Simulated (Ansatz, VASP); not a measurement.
# LiH: VASP beside Ansatz, part 2 of 2

Wanted: the spread between two codes on one cell, functional and k mesh. The cell is taken from a series of runs on this material, whose earlier steps may have relaxed, scaled, displaced or heated it; both programs get it as it stands.

VASP 6.6.1 and Ansatz 0.2.0.

So far: Starting point; VASP: zone-centre phonons, LDA.

## Step 3: Ansatz: zone-centre phonons, LDA

Level of this step: Ansatz beside VASP: Kohn-Sham DFT, plane waves, LDA (Ansatz).

Ansatz runs on its default PAW (the set named soft_2) files.

The same cell, functional (in two slightly different forms) and mesh now go to Ansatz, which takes its cutoff from its data sets.

Contents of input.yaml:

```yaml
crystal:
  lattice:
    - [0.0, 1.9544637562, 1.9544637562]
    - [1.9544637562, 0.0, 1.9544637562]
    - [1.9544637562, 1.9544637562, 0.0]
  atoms:
    - { symbol: Li, position: [0.0, 0.0, 0.0] }
    - { symbol: H, position: [0.5, 0.5, 0.5] }
kpoints:
  mp_grid: { grid: [12, 12, 12] }
hamiltonian:
  xc: lda
scf:
  occupations: { method: fixed }
output:
  eigenvalues: true
phonons:
  method: dfpt
  dielectric: true
  rigid_motions: translations
  qmesh: [4, 4, 4]
  temperatures: { t_max: 1000, t_step: 50 }
  qpath:
    path:
      - [[0.0, 0.0, 0.0], [0.5, 0.0, 0.5], [0.625, 0.25, 0.625]]
      - [[0.375, 0.375, 0.75], [0.0, 0.0, 0.0], [0.5, 0.5, 0.5], [0.5, 0.25, 0.75], [0.5, 0.0, 0.5]]
    npoints: 10
```

Command:

```sh
ansatz run input.yaml --threads 4 --pin off --max-ram 16384MiB --backend cpu --events-out ev --progress --plain --runs-dir out
```

Log:

```text
Engine: ansatz 0.2.0, x86_64-unknown-linux-gnu
Pseudopotentials: kind: paw
Pseudopotential: Li, paw, valence charge 3, recommended cutoff 420 eV (normal), Li.paw.azcp
Pseudopotential: H, paw, valence charge 1, recommended cutoff 420 eV (normal), H.paw.azcp
Functional definition: SPW92
  exchange = slater_x
  correlation = pw_c
Crystal: 2 atoms, lattice volume = 14.932 Å³
Basis set: ecut = 420 eV, 283 PW (Γ), exchange–correlation on 40×40×40 points (8 copies of the dense FFT grid, shifted against one another)
Bands: 6, of which v1, the nominal top of the filled ones, is band 2 counted from 1 (1 counted from 0)
Symmetry: 48 space group operations
k-points: 163 of 1728 (irreducible under 8 space group operations, time reversal used)
Non-local potential: Li, projectors of the file, l = 0: 3, l = 1: 2, l = 2: 1
Non-local potential: H, projectors of the file, l = 0: 2, l = 1: 1
PAW form: soft (Blöchl's): semilocal exchange-correlation on the pseudo side does not see the compensation charge
PAW one-centre angular grid: Li, 110 points (default); XC on 64 Gauss nodes
PAW one-centre angular grid: H, 110 points (default); XC on 64 Gauss nodes
Initial density: superposition of atomic densities (neutral atoms: chi_scale 0, normalization atom), corrected by the library's trained network
Initial wavefunctions: pseudopotential atomic-orbital guess
Functional: x = slater, c = lda
SCF iter   1: F=—  HF=-218.224456 eV  |F-HF|=—  |Δ(HF+E_count)|=         —  Δρ=1.27e-2  dr2=1.48e-2  ethr=1.77e-3  ⟨swp⟩=3.4  Hψ=6532  notcnv=0  defer=292
preconditioner: auto → none  [insulator: Δε(μ)=2.409 eV  Ē_g=14.496 eV  n_scr=0 (ndim 8)  ℏωp=13.6 eV  f_vac=0.000  ε∞_Penn≈1.9]
SCF iter   2: F=—  HF=-218.215828 eV  |F-HF|=—  |Δ(HF+E_count)|=   8.63e-3  Δρ=4.50e-3  dr2=1.71e-3  ethr=3.71e-4  ⟨swp⟩=1.6  Hψ=2395  notcnv=0  defer=259
SCF iter   3: F=—  HF=-218.214487 eV  |F-HF|=—  |Δ(HF+E_count)|=   1.34e-3  Δρ=1.61e-4  dr2=2.14e-6  ethr=4.27e-5  ⟨swp⟩=2.3  Hψ=1577  notcnv=0  defer=265
SCF iter   4: F=—  HF=-218.214487 eV  |F-HF|=—  |Δ(HF+E_count)|=   4.02e-8  Δρ=2.05e-5  dr2=3.91e-8  ethr=5.34e-8  ⟨swp⟩=2.1  Hψ=1304  notcnv=0  defer=2
SCF iter   5: F=—  HF=-218.214487 eV  |F-HF|=—  |Δ(HF+E_count)|=   1.32e-7  Δρ=3.04e-6  dr2=1.05e-9  ethr=9.77e-10  ⟨swp⟩=1.1  Hψ=996  notcnv=0
SCF iter   6: F=-218.214487 eV  HF=-218.214487 eV  |F-HF|=1.71e-13  |Δ(HF+E_count)|=  3.50e-11  Δρ=8.36e-8  dr2=4.01e-13  ethr=2.50e-12  ⟨swp⟩=5.2  Hψ=2959  notcnv=0
SCF 1 converged in 6 iterations: F = -218.214487 eV  dr2 = 4.01e-13
  greatest PAW one-centre occupation: 1.000 electrons in one spin orbital (limit 2), on the Li atom at site 0 (counted from 0), in its partial waves of l = 0
NSCF: frozen V_eff on 1 k-points
DFPT response loops at Γ: preconditioner auto → none (the input reference at scf.mixing.eps_inf says where Resta's filter doesn't serve); β = 0.50; Broyden in place of MSR1
── the response to a field inside a basis, on 14×14×14 k-points: an SCF that follows is theirs, and a resumed run solves both again ──
Bands: 3, of which v1, the nominal top of the filled ones, is band 2 counted from 1 (1 counted from 0)
k-points: 280 of 2744 (irreducible under 12 space group operations)
Initial density: handed on by an earlier stage of this run
Initial wavefunctions: pseudopotential atomic-orbital guess (no wavefunctions were taken with the density)
Eigensolver: Dense (280 Hₖ)
SCF iter   1: F=—  HF=-218.215038 eV  |F-HF|=—  |Δ(HF+E_count)|=         —  Δρ=3.13e-4  dr2=1.78e-6  ethr=1.00e-1
preconditioner: auto → none  [insulator: Δε(μ)=2.793 eV  Ē_g=9.308 eV  n_scr=0 (ndim 8)  ℏωp=13.6 eV  f_vac=0.000  ε∞_Penn≈3.1]
SCF iter   2: F=—  HF=-218.215040 eV  |F-HF|=—  |Δ(HF+E_count)|=   1.77e-6  Δρ=1.57e-4  dr2=4.36e-7  ethr=4.44e-8
SCF iter   3: F=-218.215041 eV  HF=-218.215041 eV  |F-HF|=2.79e-10  |Δ(HF+E_count)|=   6.32e-7  Δρ=3.28e-6  dr2=2.00e-10  ethr=1.09e-8
SCF 1 converged in 3 iterations: F = -218.215041 eV  dr2 = 2.00e-10
DFPT response loops at Γ: mixed as the last ones told, above
WARN: field response: ε∞ stands inside a basis, on 14×14×14 points; the force constants stand on the 12×12×12 k-mesh, whose period is 13.89 times the interband length at k = (0.0000, -0.5000, -0.5000), direct gap 2.540 eV, under 14: take them and everything formed from them as unconverged, and compare with a denser kpoints.mp_grid
NSCF: frozen V_eff on 72 k-points
NSCF: frozen V_eff on 1872 k-points
DFPT response loops at q = (0, 0, 0.25) (fractional): mixed as the last ones told, above
NSCF: frozen V_eff on 952 k-points
DFPT response loops at q = (0, 0, -0.5) (fractional): mixed as the last ones told, above
NSCF: frozen V_eff on 1020 k-points
DFPT response loops at q = (0, 0.25, 0.25) (fractional): mixed as the last ones told, above
NSCF: frozen V_eff on 3456 k-points
DFPT response loops at q = (0, 0.25, -0.5) (fractional): mixed as the last ones told, above
NSCF: frozen V_eff on 1872 k-points
DFPT response loops at q = (0, 0.25, -0.25) (fractional): mixed as the last ones told, above
NSCF: frozen V_eff on 560 k-points
DFPT response loops at q = (0, -0.5, -0.5) (fractional): mixed as the last ones told, above
NSCF: frozen V_eff on 1020 k-points
DFPT response loops at q = (0.25, -0.5, -0.25) (fractional): mixed as the last ones told, above
SCF converged after 6 iterations
Free energy (F): -218.214487 eV
Harris-Foulkes:  -218.214487 eV  (|F-HF|=1.71e-13)
Internal energy: -218.214487 eV  (E = F + TS)
E sigma→0 (E₀):  -218.214487 eV
Fermi energy:    1.142786 eV
--- Per-component energies (eV) ---
  E_band       = -87.321266
  E_kinetic    = 36.068666
  E_local      = -120.827170  (includes V_loc(G=0)·N_el)
  E_nonlocal   = -31.567705
  E_hartree    = 33.583257
  E_xc         = -19.984010
  E_vxc        = -26.070340  (∫ρ·V_xc dr)
  E_paw        = -18.995191  (= ΣΔE_a)
  E_vpaw       = -12.090137  (= ΣTr[D̂ρ^β])
  E_aug_tail   = -0.001099  (compensation charges beyond the density's cutoff)
  E_ewald      = -96.491235
  E_smearing   = -0.000000  (= −TS)
  E_closure    = 0.000000  (closes the sum)
  Σ components = -218.214487   (vs F -218.214487, Δ=0.00e0)
--- Band table (eV; the first three rows and the last of 163) ---
  k-point 0: bands = ["-42.2422", "-4.7008", "18.2815", "19.3072", "19.3072", "19.3072"]
  k-point 1: bands = ["-42.2376", "-4.5772", "16.8650", "18.8136", "19.0072", "19.0072"]
  k-point 2: bands = ["-42.2248", "-4.2115", "13.9557", "17.8378", "18.4425", "18.4425"]
  k-point 162: bands = ["-42.1512", "0.8416", "6.0856", "6.0856", "13.2656", "19.2050"]
--- Phonons (Γ-DFPT): 2 representative perturbations + reference, on 163 of 1728 k-points (Σ response iterations 6) ---
  k mesh reduced under 8 symmetry operations, with k and −k counted as one. Each operation leaves every solved perturbation unchanged. A smaller set is not considered because the run solves the response to a homogeneous field
  ASR residual: 3.798e-5 → 0.000e0 eV/Å²; symmetrization residual: 7.466e-9 eV/Å²
  ASR residual per site (eV/Å²): 2.27e-5 3.80e-5
  Γ frequencies (cm⁻¹): 0.00 0.00 0.00 648.18 648.18 648.18
  ε∞ (high-frequency dielectric tensor):
        4.980767    -0.000000    -0.000000
       -0.000000     4.980767     0.000000
       -0.000000     0.000000     4.980767
  ε⁰ (static dielectric tensor: ions relaxed, cell fixed):
       14.334712     0.000000     0.000000
        0.000000    14.334712    -0.000000
        0.000000    -0.000000    14.334712
  ε⁰ − ε∞ (ionic part):
        9.353945     0.000000     0.000000
        0.000000     9.353945    -0.000000
        0.000000    -0.000000     9.353945
  softest optical mode at Γ: 648.18 cm⁻¹; the repairs (sum rule, projections) moved no ω² at Γ by more than (3.20 cm⁻¹)²
  Born effective charges Z* (e; rows j = field, columns β = displacement):
    site 0:
         1.02451    0.00000    0.00000
        -0.00000    1.02451   -0.00000
         0.00000    0.00000    1.02451
    site 1:
        -1.02451   -0.00000   -0.00000
         0.00000   -1.02451    0.00000
        -0.00000   -0.00000   -1.02451
  Z* charge neutrality: 1.676e-4 e pre-enforcement
  solved inside a basis spanned on kpoints, on 14×14×14 k-points, its susceptibility summed on 16×16×16: ε∞ is read to err by 2.0e-2, Z* by 7.1e-3 e (field_mesh: kpoints solves on kpoints); Z* is corrected for what the basis lacks
  optical modes at Γ without the LO–TO term, one row a degenerate level:
      ω (cm⁻¹)  modes    IR ((D/Å)²/amu)
        648.18      3            82.5384
  optical modes at Γ + LO–TO along q̂ = [1.0000, 0.0000, 0.0000]:
      ω (cm⁻¹)  modes    IR ((D/Å)²/amu)
        648.18      2            55.0256
       1099.61      1            27.5128
  optical modes at Γ + LO–TO along q̂ = [0.0000, 1.0000, 0.0000]:
      ω (cm⁻¹)  modes    IR ((D/Å)²/amu)
        648.18      2            55.0256
       1099.61      1            27.5128
  optical modes at Γ + LO–TO along q̂ = [0.0000, 0.0000, 1.0000]:
      ω (cm⁻¹)  modes    IR ((D/Å)²/amu)
        648.18      2            55.0256
       1099.61      1            27.5128
--- Phonons (arbitrary-q DFPT): 8 irreducible q on the 4×4×4 mesh ---
  q = [0.0000, 0.0000, 0.0000] (star 1, of the zone-centre solve; hermiticity 1.10e-8, symmetrization 1.48e-14): -0.00 -0.00 0.00 648.18 648.18 648.18
  q = [0.0000, 0.0000, 0.2500] (star 8, 2 solved perturbations on 936 of 1728 k-point pairs; hermiticity 2.54e-8, symmetrization 8.02e-14): 219.20 219.20 370.20 780.44 780.44 1100.18
  q = [0.0000, 0.0000, -0.5000] (star 4, 2 solved perturbations on 476 of 1728 k-point pairs; hermiticity 2.70e-9, symmetrization 1.35e-9): 299.60 299.60 539.53 835.21 835.21 1077.20
  q = [0.0000, 0.2500, 0.2500] (star 6, 4 solved perturbations in 1608 linear systems a pass and spin channel, the states on 510 of 1728 k-point pairs; hermiticity 2.87e-8, symmetrization 7.81e-14): 259.48 259.48 364.68 768.34 768.34 1080.28
  q = [0.0000, 0.2500, -0.5000] (star 24, 4 solved perturbations in 5328 linear systems a pass and spin channel, the states on 1728 of 1728 k-point pairs; hermiticity 4.83e-8, symmetrization 9.48e-10): 319.04 352.89 462.65 844.43 899.41 1038.75
  q = [0.0000, 0.2500, -0.2500] (star 12, 4 solved perturbations in 2892 linear systems a pass and spin channel, the states on 936 of 1728 k-point pairs; hermiticity 3.42e-8, symmetrization 3.02e-14): 288.81 344.33 455.61 837.23 867.37 1054.95
  q = [0.0000, -0.5000, -0.5000] (star 3, 4 solved perturbations in 886 linear systems a pass and spin channel, the states on 280 of 1728 k-point pairs; hermiticity 4.58e-8, symmetrization 4.63e-10): 336.80 336.80 450.46 861.60 861.60 1047.86
  q = [0.2500, -0.5000, -0.2500] (star 6, 4 solved perturbations in 1544 linear systems a pass and spin channel, the states on 510 of 1728 k-point pairs; hermiticity 4.11e-8, symmetrization 6.77e-10): 373.78 402.59 402.59 914.26 959.96 959.96
  sum rule: each row above includes the acoustic sum rule's correction from the zone centre's row sums; it moved no ω² by more than (3.20 cm⁻¹)²
  mesh force constants: q→R imaginary residual 1.46e-18; ASR residual 3.798e-5 → 0.000e0 eV/Å²; symmetrization residual 2.220e-15 eV/Å²
  interpolated dispersion: 63 rows × 6 modes
  density of states and harmonic sums: on the 28×28×28 q-mesh, interpolated from the force constants of a 4×4×4 supercell (with the dipole–dipole term)
  largest difference from the sums on the solved wave vectors: F 7.07e-3 eV, S 1.13e-5 and C_V 3.87e-6 eV/K
  zero-point energy: 0.235290 eV/cell   skipped modes (ω ≤ 0): 3   left out of the sums: 2.28e-5 of the cell's modes: C_V's classical limit lies that fraction below 3 k_B per atom; for a crystal, a wire or a layer, F and S can be off by more, and a phonons.interpolated_qmesh denser along its periods is the remedy for the sampling
```

The column dr2 measures how far the density is from self-consistency, as an energy; F and HF (Harris–Foulkes) agree once it is small.

## Step 4: Differences

Known differences besides the potentials themselves: the two LDA forms differ slightly; fixed occupations in Ansatz, narrow Gaussian smearing in VASP; VASP's run holds the zone centre alone; VASP's response is taken on the typed mesh, Ansatz refines its own for the field response alone; the cutoff is 420 eV in Ansatz and 750 eV in VASP; VASP's log shows a relativistic correction to its local exchange, Ansatz's none. Total energies have different zeros and are not compared.

The two programs side by side:

| quantity | Ansatz | VASP | difference |
| --- | --- | --- | --- |
| ε∞ xx | 4.98 | 5.02 | -0.83 % |
| ε∞ yy | 4.98 | 5.02 | -0.83 % |
| ε∞ zz | 4.98 | 5.02 | -0.83 % |
| Born charge of Li1 (mean of the diagonal) (e) | 1.02 | 1.03 | 0.00 |
| Born charge of H2 (mean of the diagonal) (e) | -1.02 | -1.03 | 0.00 |
| optical mode 1 to 3 (cm⁻¹) | 648.2 | 649.6 | -0.22 % |

Modes are paired by rising frequency, not by their patterns, so a pair may set unlike modes beside each other; they are those without the splitting of longitudinal modes.

## Step 5: Outcome

| Property | Result |
| --- | --- |
| r.m.s. difference of the optical zone-centre modes, each program's sorted by frequency (zone-centre phonons, LDA) | 1.4 cm⁻¹ |
| difference in ε∞ xx (zone-centre phonons, LDA) | -0.8 % |

In words: The r.m.s. difference of the optical zone-centre modes, each program's sorted by frequency is 1.4 cm⁻¹ (zone-centre phonons, LDA). Among the rows given in per cent, the largest difference of the zone-centre phonons, LDA pair is in ε∞ xx, -0.8 %. Such differences can come from data sets, numerical settings and the points named under the comparisons, not from the functional's error against experiment.

[Lines on the potential files, build, host, timing and source positions are cut from VASP's logs without a mark.]

[Logs are printed without paths, hosts, clocks, repeated set-up lines and the standing remarks that a program may print on its own settings, such as how far it seeks lower states.]

[Hosts, paths, dates, database ids (printed as entryN), source tags and the programs' standing remarks are cut or masked in the printed files.]
